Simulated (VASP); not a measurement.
# RbAlCd2B2 (P4/mmm) in VASP: relaxation of cell and atoms with PBE

Aim: the relaxation of cell and atoms of RbAlCd2B2 with PBE.

All numbers are computed with VASP 6.6.1; they aren't measurements. Logs are shortened: lines on timing, memory, paths and dates and some standing lists are left out, and cuts for length are marked.

### 1 The cell of the first run

It takes space group P4/mmm (No. 123, tetragonal). The conventional cell has a = 4.398 Å, b = 4.398 Å, c = 5.660 Å, α = 90.00°, β = 90.00°, γ = 90.00°. Rb (site symmetry 4/mmm) has 2 Al at 2.83 Å as nearest neighbours. Al (site symmetry 4/mmm) is surrounded by 4 Cd at 2.20 Å. Cd (site symmetry mmm) is surrounded by 2 Al at 2.20 Å. B (site symmetry 4mm) has 1 B at 2.52 Å and 4 Cd at 2.70 Å as nearest neighbours.

The cell was built by a generator and needn't be a form met in nature.

### 2 Relaxation of cell and atoms, PBE (species swapped into the PrSi2Mo2C type (P4/mmm, No. 123))

Contents of INCAR:

```
SYSTEM = RbAlCd2B2
  PREC = Accurate
  ENCUT = 600
  EDIFF = 1E-6
  ISMEAR = 0
  SIGMA = 0.1
  LREAL = .False.
  LASPH = .True.
  NELM = 100
  ALGO = Fast
  ISIF = 3
  LWAVE = .False.
  LCHARG = .False.
  GGA = PE
  IBRION = 2
  NSW = 90
  EDIFFG = -0.04
```

Contents of KPOINTS:

```
regular mesh
0
Gamma
  4 4 4
  0 0 0
```

Contents of POSCAR:

```
RbAlCd2B2
1.0
    4.3984951200      0.0000000000      0.0000000000
    0.0000000000      4.3984951200      0.0000000000
    0.0000000000      0.0000000000      5.6599609500
Rb Al Cd B
1 1 2 2
Direct
    0.0000000000      0.0000000000      0.5000000000
    0.0000000000      0.0000000000      0.0000000000
    0.5000000000      0.0000000000      0.0000000000
    0.0000000000      0.5000000000      0.0000000000
    0.5000000000      0.5000000000      0.7223759900
    0.5000000000      0.5000000000      0.2776240100
```

Potentials or basis: VASP PAW PBE potentials, release 64 (Rb_sv, Al, Cd, B).

On the command line:

```console
$ cat potpaw_PBE.64/Rb_sv/POTCAR potpaw_PBE.64/Al/POTCAR potpaw_PBE.64/Cd/POTCAR potpaw_PBE.64/B/POTCAR > POTCAR
$ mpirun -np 1 vasp_std > vasp.out
```

OUTCAR:

```text
SYSTEM = RbAlCd2B2
   PREC = Accurate
   ENCUT = 600
   EDIFF = 1E-6
   ISMEAR = 0
   LREAL = .False.
   LASPH = .True.
   NELM = 100
   ISIF = 3
   GGA = PE
   IBRION = 2
   NSW = 90
   EDIFFG = -0.04

 ion  position               nearest neighbor table
   1  0.000  0.000  0.500-   2 2.83   2 2.83   6 3.36   5 3.36   5 3.36   6 3.36   5 3.36   6 3.36
                             5 3.36   6 3.36   3 3.58   4 3.58   3 3.58   3 3.58   4 3.58   3 3.58
   2  0.000  0.000  0.000-   3 2.20   4 2.20   4 2.20   3 2.20   1 2.83   1 2.83
   3  0.500  0.000  0.000-   2 2.20   2 2.20   6 2.70   5 2.70   6 2.70   5 2.70   4 3.11   4 3.11
                             4 3.11   4 3.11   1 3.58   1 3.58   1 3.58   1 3.58
   4  0.000  0.500  0.000-   2 2.20   2 2.20   6 2.70   5 2.70   5 2.70   6 2.70   3 3.11   3 3.11
                             3 3.11   3 3.11   1 3.58   1 3.58   1 3.58   1 3.58
   5  0.500  0.500  0.722-   3 2.70   4 2.70   3 2.70   4 2.70   1 3.36   1 3.36   1 3.36   1 3.36

   6  0.500  0.500  0.278-   3 2.70   4 2.70   3 2.70   4 2.70   1 3.36   1 3.36   1 3.36   1 3.36

  LATTYP: Found a simple tetragonal cell.
 ALAT       =     4.3984951200
 C/A-ratio  =     1.2867948686

  Lattice vectors:

 A1 = (   4.3984951200,   0.0000000000,   0.0000000000)
 A2 = (   0.0000000000,   4.3984951200,   0.0000000000)
 A3 = (   0.0000000000,   0.0000000000,   5.6599609500)

Analysis of symmetry for initial positions (statically):
=====================================================================
 Subroutine PRICEL returns:
 Original cell was already a primitive cell.

 Routine SETGRP: Setting up the symmetry group for a
 simple tetragonal supercell.

 Subroutine GETGRP returns: Found 16 space group operations
 (whereof 16 operations were pure point group operations)
 out of a pool of 16 trial point group operations.

The static configuration has the point symmetry D_4h.

Analysis of symmetry for dynamics (positions and initial velocities):
=====================================================================
 Subroutine PRICEL returns:
 Original cell was already a primitive cell.

 Routine SETGRP: Setting up the symmetry group for a
 simple tetragonal supercell.

 Subroutine GETGRP returns: Found 16 space group operations
 (whereof 16 operations were pure point group operations)
 out of a pool of 16 trial point group operations.

The dynamic configuration has the point symmetry D_4h.

 Subroutine INISYM returns: Found 16 space group operations
 (whereof 16 operations are pure point group operations),
 and found     1 'primitive' translations

----------------------------------------------------------------------------------------

                                     Primitive cell

  volume of cell :     109.5019

  direct lattice vectors                    reciprocal lattice vectors
     4.398495120  0.000000000  0.000000000     0.227350485  0.000000000  0.000000000
     0.000000000  4.398495120  0.000000000     0.000000000  0.227350485  0.000000000
     0.000000000  0.000000000  5.659960950     0.000000000  0.000000000  0.176679664

[... 94 lines left out ...]
   PSTRESS=    0.0 pullay stress
   NELECT =      42.0000    total number of electrons
   NUPDOWN=      -1.0000    fix difference up-down
   EMIN   =  10.00;   EMAX   =-10.00  energy-range for DOS
   EFERMI =   0.00;   METHOD = LEGACY
   ISMEAR =     0;   SIGMA  =   0.10  broadening in eV -4-tet -1-fermi 0-gaus
   EFERMI_NEDOS =   21; number of points for ismear=-14 and -15
   IALGO  =     68    algorithm
   IMIX   =      4    mixing-type and parameters
     AMIX     =   0.40;   BMIX     =  1.00
     AMIX_MAG =   1.60;   BMIX_MAG =  1.00
  volume/ion in A,a.u.               =      18.25       123.16
  Fermi-wavevector in a.u.,A,eV,Ry     =   1.189462  2.247758 19.249805  1.414821
  Thomas-Fermi vector in A             =   2.325569
   LORBIT       =      0    0 simple, 1 ext, 2 COOP (PROOUT), +10 PAW based schemes
   GGA     = PE    functional components
   LHFCALC =     F    Hartree Fock is set to
   AEXX    =    0.0000 exact exchange contribution
   IVDW    =     0    specifies the selected vdW correction
   LEPSILON=     F    determine dielectric tensor
   LRPA    =     F    only Hartree local field effects (RPA)
 conjugate gradient relaxation of ions
 non-spin polarized calculation
 RMM-DIIS sequential band-by-band and
 Gauss-broadening in eV      SIGMA  =   0.10
  energy-cutoff  :      600.00
  volume of cell :      109.50
 maximum number of plane-waves:      3712
 NGX is ok and might be reduce to    36
   NGX = 17   NGY = 17   NGZ = 23

--------------------------------------- Ionic step        1  -------------------------------------------

 number of electron      42.0000005 magnetization

 Free energy of the ion-electron system (eV)
  ---------------------------------------------------
  ext. energy  EPLUGINS =         0.00000000
  ---------------------------------------------------
  free energy    TOTEN  =        -8.06325519 eV

  energy without entropy =       -8.04357792  energy(sigma->0) =       -8.05341655

 E-fermi :   3.5550     XC(G=0): -10.1966

 val. band max:        3.5398126280   @ k =   0.5000   0.0000   0.2500
 cond. band min:       3.5628501996   @ k =   0.0000   0.0000   0.2500
 fundamental gap:      0.0230375716
 Fermi energy:         3.5550355702

 k-point     1 :       0.0000    0.0000    0.0000
  band No.  band energies     occupation
      1     -23.3434      2.00000
      2      -8.3379      2.00000
      3      -8.2292      2.00000
      4      -7.3701      2.00000
      5      -7.3701      2.00000
      6      -7.0406      2.00000
[... 606 lines left out ...]
  FREE ENERGIE OF THE ION-ELECTRON SYSTEM (eV)
  ---------------------------------------------------
  free  energy   TOTEN  =       -10.7187731701 eV

  energy  without entropy=      -10.6938307312  energy(sigma->0) =      -10.70630195

[... ionic steps 4 to 14 ...]

--------------------------------------- Ionic step       15  -------------------------------------------

 number of electron      42.0000009 magnetization

------------------------ aborting loop because EDIFF is reached ----------------------------------------
[... 75 lines left out ...]
--------------------------------------- Ionic step       17  -------------------------------------------

 number of electron      42.0000017 magnetization

 Free energy of the ion-electron system (eV)
  ---------------------------------------------------
  ext. energy  EPLUGINS =         0.00000000
  ---------------------------------------------------
  free energy    TOTEN  =       -12.13983305 eV

  energy without entropy =      -12.12158876  energy(sigma->0) =      -12.13071090

 E-fermi :   1.0536     XC(G=0):  -8.6336

 val. band max:        1.0000339811   @ k =   0.2500   0.2500   0.2500
 cond. band min:       1.0802951216   @ k =   0.5000   0.0000   0.5000
 fundamental gap:      0.0802611405
 Fermi energy:         1.0536053451

 k-point     1 :       0.0000    0.0000    0.0000
  band No.  band energies     occupation
      1     -26.0059      2.00000
      2     -10.5614      2.00000
      3     -10.0102      2.00000
      4     -10.0102      2.00000
      5      -8.4265      2.00000
      6      -7.6674      2.00000
[... 526 lines left out ...]
  FREE ENERGIE OF THE ION-ELECTRON SYSTEM (eV)
  ---------------------------------------------------
  free  energy   TOTEN  =       -12.1398330500 eV

  energy  without entropy=      -12.1215887558  energy(sigma->0) =      -12.13071090

 reached required accuracy - stopping structural energy minimisation
```

It took 9 min on 1 thread of AMD EPYC 9R45 (Zen 5), shared host; peak memory 0.26 GiB.

Results:

```
Free energy                            : -12.1398 eV
Relaxed volume                         : 26.06 Å³/atom
Relaxed cell                           : a = 5.100 Å, b = 5.100 Å, c = 6.012 Å, α = 90.00°, β = 90.00°, γ = 90.00°
Space group after relaxing (to 0.05 Å) : P4/mmm (No. 123)
Energy gained by relaxing              : 679.4 meV/atom
Ionic steps                            : 17
Pressure after relaxing                : 0.1 GPa
Largest force after relaxing           : 0.021 eV/Å
Band gap on the k mesh                 : none (metal or under the smearing width)
```

Forces in eV/Å, atoms in the order of the input:
```
Rb   0.000  0.000  0.000
Al   0.000  0.000  0.000
Cd   0.000  0.000  0.000
Cd   0.000  0.000  0.000
B    0.000  0.000  0.021
B    0.000  0.000 -0.021
```

Step by step:
| step | energy change (eV) | largest force (eV/Å) | pressure (GPa) | volume (Å³) |
| --- | --- | --- | --- | --- |
| 1 | 0.0000 | 0.8055 | 22.46 | 109.50 |
| 2 | -2.6452 | 0.7936 | -0.71 | 154.54 |
| 3 | -2.6555 | 0.7831 | 0.13 | 149.78 |
| 4 | -2.6559 | 0.7831 | -0.03 | 150.66 |
| 5 | -2.7219 | 0.9527 | -0.26 | 151.19 |
| 6 | -2.9817 | 1.5461 | -0.71 | 152.77 |
| 7 | -3.7805 | 2.0100 | -0.88 | 155.90 |
| 8 | 6.1181 | 52.9422 | 17.77 | 162.04 |
| 9 | -3.9090 | 1.6902 | -0.64 | 156.11 |
| 10 | -4.0530 | 0.2867 | 0.22 | 157.17 |
| 11 | -2.6388 | 11.4978 | 5.46 | 159.62 |
| 12 | -4.0544 | 0.0772 | 0.42 | 157.30 |
| 13 | -4.0505 | 0.2755 | -0.81 | 162.36 |
| 14 | -4.0714 | 0.1752 | -0.21 | 159.69 |
| 15 | -4.0701 | 0.4084 | -0.42 | 158.17 |
| 16 | -4.0740 | 0.0955 | -0.31 | 159.02 |
| 17 | -4.0766 | 0.0205 | 0.05 | 156.37 |

Final structure:
```
CELL_PARAMETERS angstrom
5.10002 0.00000 0.00000
0.00000 5.10002 0.00000
0.00000 0.00000 6.01195
ATOMIC_POSITIONS crystal
Rb 0.00000 0.00000 0.50000
Al 0.00000 0.00000 0.00000
Cd 0.50000 0.00000 0.00000
Cd 0.00000 0.50000 0.00000
B 0.50000 0.50000 0.63559
B 0.50000 0.50000 0.36441
```

Levels at points of the mesh, in eV from the Fermi level:
```tsv
k point	band 18	band 19	band 20	band 21	band 22	band 23	band 24	band 25
(0.00, 0.00, 0.00)	-1.29	-1.29	-0.48	-0.17	0.49	0.49	1.47	3.41
(0.50, 0.00, 0.00)	-2.18	-0.92	-0.47	-0.19	0.70	0.77	1.50	4.13
(0.50, 0.50, 0.00)	-3.40	-1.72	-1.49	0.39	0.39	0.98	0.98	2.46
(0.00, 0.00, 0.50)	-1.43	-1.20	-1.20	-0.26	0.05	0.05	1.14	2.75
(0.50, 0.00, 0.50)	-1.63	-0.71	-0.41	-0.15	0.03	0.70	0.77	2.16
(0.50, 0.50, 0.50)	-3.36	-3.03	-0.85	-0.85	0.55	0.58	3.04	4.59
```

Caveat: the volume moved by over 15 % at a fixed basis, so the end points are rough.
